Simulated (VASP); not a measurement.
All values below come from PBE GGA, VASP's PBE PAW potentials (set 64) (plane waves; VASP).

A VASP calculation is set up with these files.

POSCAR:
```
CoAl
2.860
  1.0000000000   0.0000000000   0.0000000000
  0.0000000000   1.0000000000   0.0000000000
  0.0000000000   0.0000000000   1.0000000000
Al Co
1 1
Direct
  0.5000000000   0.5000000000   0.5000000000
  0.0000000000   0.0000000000   0.0000000000
```

### INCAR
```
# general
SYSTEM   =  CoAl
PREC     =  Accurate
ENCUT    =  400   # plane-wave cut-off (eV)
LREAL    =  F
LASPH    =  F

# electronic loop
EDIFF    =  1E-6
NELM     =  100
ALGO     =  Normal   # blocked Davidson
LMAXMIX  =  4   # l cut-off of mixed one-centre charges

# smearing
ISMEAR   =  1   # Methfessel-Paxton
SIGMA    =  0.1   # width (eV)

# functional
GGA      =  PE

# ions
ISIF     =  2   # forces and stress, cell fixed

# output
LWAVE    =  F
LCHARG   =  F
```

### KPOINTS
```
Automatic mesh
0
G
  11 11 11
```

POTCAR, in this order: Al Co (PBE.64 set). Program: vasp_std.

Problem. What will the output report for the number of irreducible k-points (NKPTS), number of bands (NBANDS), largest plane-wave count, number of space-group operations, FFT grid (NGX, NGY, NGZ)?

Solution. 
| Item | Result |
|---|---|
| number of irreducible k-points (NKPTS) | 56 |
| number of bands (NBANDS) | 10 |
| largest plane-wave count | 449 |
| number of space-group operations | 48 |
| FFT grid (NGX, NGY, NGZ) | 20 × 20 × 20 |

The compound is CoAl in the CsCl type structure. The cell was not relaxed at this level. The run is one of a series of settings (LASPH = .FALSE. against the base run), some of them coarse on purpose. The run is not spin-polarised, so no magnetic state was tried.
